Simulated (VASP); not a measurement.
VASP input:

File KPOINTS:
```
Automatic mesh
0
G
  10 10 6
```

### POSCAR
```
Y
1
    1.8512410000    -3.2040250000     0.0000000000
    1.8512410000     3.2040250000     0.0000000000
    0.0000000000     0.0000000000     5.8826210000
Y
2
Direct
  0.3333330000   0.6666670000   0.2500000000
  0.6849570000   0.3516230000   0.7500000000
```

### INCAR
```
# general
SYSTEM  = Y
PREC    = Accurate
ENCUT   = 400   # plane-wave cut-off (eV)
LREAL   = F   # projection in real space or not
LASPH   = T

# electronic loop
EDIFF   = 1E-6   # SCF stop (eV)
NELM    = 100   # most electronic steps
ALGO    = Normal   # blocked Davidson
LMAXMIX = 4

# smearing
ISMEAR  = 1   # Methfessel-Paxton
SIGMA   = 0.1

# functional
GGA     = RE   # revPBE

# ions
ISIF    = 2   # forces and stress, cell fixed

# output
LWAVE   = F
LCHARG  = F
```

POTCAR, in this order: Y_sv (PBE.64 set). Program: vasp_std.

Question: Write an equivalent input for Ansatz.

Answer: One equivalent input (not run):
Ansatz 0.2 input:
```yaml
crystal:
  lattice:
    - [1.8512410, -3.2040250, 0.0000000]
    - [1.8512410, 3.2040250, 0.0000000]
    - [0.0000000, 0.0000000, 5.8826210]
  atoms:
    - { symbol: Y, position: [0.3333330, 0.6666670, 0.2500000] }
    - { symbol: Y, position: [0.6849570, 0.3516230, 0.7500000] }
kpoints:
  mp_grid: { grid: [10, 10, 6] }
hamiltonian:
  xc: revpbe
  pseudopotentials: { kind: paw }
scf:
  occupations: { method: methfessel_paxton, width: 0.1 }
  max_iter: 100
output: { forces: true, stress: true, eigenvalues: true }
```
What does not carry over: each code has its own PAW files, so the cut-off isn't converted (ENCUT is set for VASP's; basis.ecutwfc is left out, and Ansatz then takes the one that its files recommend); Ansatz stops its SCF on the density residual and VASP on the energy change (EDIFF).

The compound is Y in the hcp structure. The cell was not relaxed at this level, atoms are displaced from their ideal sites. The run is one of a series of settings (GGA = RE against the base run), some of them coarse on purpose.
